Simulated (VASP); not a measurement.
```
CELL_PARAMETERS angstrom
     -2.52373     2.52373     3.70789
      2.52373    -2.52373     3.70789
      2.52373     2.52373    -3.70789
ATOMIC_POSITIONS crystal
  Al 0.00000 0.00000 0.00000
  P  0.75000 0.25000 0.50000
  O  0.96288 0.59860 0.82602
  O  0.40140 0.22742 0.36428
  O  0.77258 0.13687 0.17398
  O  0.86313 0.03712 0.63572
```

These are PBEsol GGA, VASP's PBE PAW potentials (set 64) (plane waves; VASP 6.6.1) values and carry that method's errors. Run with 520 eV cut-off, 7×7×7 Γ-centred mesh, tetrahedra with Blöchl corrections, potentials Al P O.

The cores are frozen, which limits the accuracy of field gradients.

Problem. Give the principal components of the electric field gradient (V/Å²) and the asymmetry η at each nucleus.

Solution. 
```json
[
 {"atom": "Al1", "Vxx": "-0.4", "Vyy": "-0.4", "Vzz": "0.7", "η": "0.00"},
 {"atom": "P2", "Vxx": "0.9", "Vyy": "0.9", "Vzz": "-1.8", "η": "0.00"},
 {"atom": "O3", "Vxx": "-56.6", "Vyy": "-44.2", "Vzz": "100.9", "η": "0.12"},
 {"atom": "O4", "Vxx": "-56.6", "Vyy": "-44.2", "Vzz": "100.9", "η": "0.12"},
 {"atom": "O5", "Vxx": "-56.6", "Vyy": "-44.2", "Vzz": "100.8", "η": "0.12"},
 {"atom": "O6", "Vxx": "-56.6", "Vyy": "-44.2", "Vzz": "100.8", "η": "0.12"}
]
```

The structure comes from a computed database's AlPO4 entry (I-4); how it stands against other phases isn't given here. It was relaxed first.
